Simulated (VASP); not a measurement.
Here is a VASP 6.6.1 calculation.

File INCAR:

```
SYSTEM = Sb2Te4O
ALGO     = Normal         ! electronic algorithm
EDIFF    = 1E-6           ! SCF threshold, eV
EDIFFG   = -0.01          ! ionic threshold
ENCUT    = 520            ! plane-wave cutoff, eV
GGA      = PE             ! functional
IBRION   = 2              ! ionic algorithm
ISIF     = 3              ! what is computed and relaxed
ISMEAR   = 0              ! smearing method
KPAR     = 4            
LASPH    = .TRUE.         ! aspherical terms in the spheres
LCHARG   = .FALSE.        ! write CHGCAR
LREAL    = .FALSE.        ! projectors in reciprocal space
LWAVE    = .FALSE.        ! write WAVECAR
NELM     = 120            ! most SCF steps
NSW      = 90             ! ionic steps
PREC     = Accurate       ! precision mode
SIGMA    = 0.1            ! smearing width, eV
```

The input KPOINTS:

```
k-points
0
G
  6 6 4
  0 0 0
```

File POSCAR:

```
Sb2Te4O
1.0
    4.6420000000      0.0000000000      0.0000000000
    0.0000000000      4.6420000000      0.0000000000
    0.0000000000      0.0000000000      9.7130000000
Sb Te O
2 4 1
Direct
    0.0000000000      0.5000000000      0.0000000000
    0.5000000000      0.0000000000      0.0000000000
    0.0000000000      0.5000000000      0.5000000000
    0.5000000000      0.0000000000      0.5000000000
    0.5000000000      0.5000000000      0.7902810700
    0.5000000000      0.5000000000      0.2097189300
    0.0000000000      0.0000000000      0.0000000000
```

Potentials or basis: VASP PAW PBE potentials, release 64 (Sb, Te, O).

Launch:

```bash
$ cat potpaw_PBE.64/Sb/POTCAR potpaw_PBE.64/Te/POTCAR potpaw_PBE.64/O/POTCAR > POTCAR
$ mpirun -np 4 vasp_std > vasp.out
```

Question: Predict the band gap on the k mesh.

Answer: None (metal or under the smearing width).

Question: Predict the relaxed volume.

Answer: 30.14 Å³/atom.

The path:
```csv
step,energy change (eV),largest force (eV/Å),pressure (GPa),volume (Å³)
1,0.0000,0.6001,0.91,209.30
2,-0.0426,0.2373,-0.52,214.47
3,-0.0432,0.1869,-0.68,215.24
4,-0.0664,0.0619,-0.23,213.35
5,-0.0682,0.0164,-0.06,212.70
6,-0.0682,0.0130,-0.05,212.65
7,-0.0683,0.0254,0.00,212.32
8,-0.0684,0.0406,0.11,211.93
9,-0.0684,0.0332,0.06,212.12
10,-0.0685,0.0336,0.03,212.09
11,-0.0687,0.0357,0.00,211.98
12,-0.0687,0.0388,-0.06,211.78
13,-0.0688,0.0379,-0.03,211.85
14,-0.0689,0.0334,-0.03,211.64
15,-0.0692,0.0192,0.01,211.04
16,-0.0692,0.0140,0.02,210.82
17,-0.0692,0.0120,0.04,210.74
18,-0.0692,0.0133,0.05,210.79
19,-0.0692,0.0070,-0.03,211.01
```

The run has no spin-orbit coupling, so splittings on Sb, Te are missing.
